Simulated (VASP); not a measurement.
Data:

```
CELL_PARAMETERS angstrom
      4.33508     0.00000     0.00000
     -4.33508     4.33508     0.00000
      0.00000     0.00000    22.83710
ATOMIC_POSITIONS crystal
  Hg 0.00000 0.00000 0.46610
  Hg 0.00000 0.50000 0.33052
  Hg 0.00000 0.00000 0.73727
  Hg 0.00000 0.50000 0.60169
  Se 0.50000 0.50000 0.26273
  Se 0.50000 0.00000 0.39831
  Se 0.50000 0.50000 0.53389
  Se 0.50000 0.00000 0.66948
```

Method: LDA (Ceperley-Alder, Perdew-Zunger), VASP's LDA PAW potentials (set 64) (plane waves; VASP). Run with 300 eV cut-off, 11×11×1 Γ-centred mesh, first-order Methfessel-Paxton smearing of 0.10 eV, potentials Hg Se.

The cell holds a wide vacuum, so values per volume refer to the whole cell.

Question: Give the energies of bands 28 to 41 at the high-symmetry points, in eV from the Fermi level.

Answer: 
```csv
band,Γ,X,S,Y
28,-2.12,-4.28,-4.52,-3.71
29,-2.08,-2.18,-2.81,-2.04
30,-1.78,-1.99,-2.59,-1.96
31,-1.42,-1.33,-2.58,-1.27
32,-1.38,-1.14,-2.27,-1.12
33,-0.70,-1.03,-2.17,-0.79
34,-0.63,-0.88,-1.79,-0.78
35,0.14,-0.68,-0.90,-0.47
36,0.16,-0.17,-0.68,-0.14
37,0.34,0.32,0.29,-0.11
38,1.04,1.13,1.75,0.95
39,2.01,1.72,2.65,1.86
40,2.64,2.24,3.04,2.44
41,2.70,4.46,3.25,2.80
```

It has no gap at this level: it comes out as a metal or semimetal.

The cell is a sheet with vacuum, built from a database entry that may be metastable or hypothetical.
